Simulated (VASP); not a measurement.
NbB2, 3 atoms in the cell. The structure is hexagonal, space group P6/mmm (No. 191). The conventional cell has a = 2.918 Å, b = 2.918 Å, c = 3.199 Å, α = 90.00°, β = 90.00°, γ = 120.00°. Nb (site symmetry 6/mmm) has 12 B at 2.32 Å as nearest neighbours. Around B (site symmetry -6m2) lie 3 B at 1.68 Å.  The cell isn't the ideal one: strain -0.050 along x and y, -0.025 along z, atoms carried along.

```yaml
Program: VASP 6.6.1
Task: single point
Functional: LDA
Potentials_or_basis: VASP PAW LDA potentials, release 64 (Nb_sv, B)
Cutoff: 520 eV
k_mesh: 18 × 18 × 14
Occupations: gaussian, width 0.15 eV
Spin: no spin polarisation
Dipole_correction: no
Further_INCAR_settings: ALGO = Normal; EDIFF = 1e-06; NBANDS = 16
```

Potentials or basis: VASP PAW LDA potentials, release 64 (Nb_sv, B).

Run with:

```bash
$ cat potpaw_LDA.64/Nb_sv/POTCAR potpaw_LDA.64/B/POTCAR > POTCAR
$ mpirun -np 1 vasp_std > vasp.out
```

Hardware: 1 thread of Intel(R) Xeon(R) 6975P-C (Granite Rapids), with other jobs on the host.

Estimate the wall time of this run.

It took 34 s on 1 thread of Intel(R) Xeon(R) 6975P-C (Granite Rapids), with other jobs on the host, peak memory 0.21 GiB. Counts: scf iterations 13, k points 296.
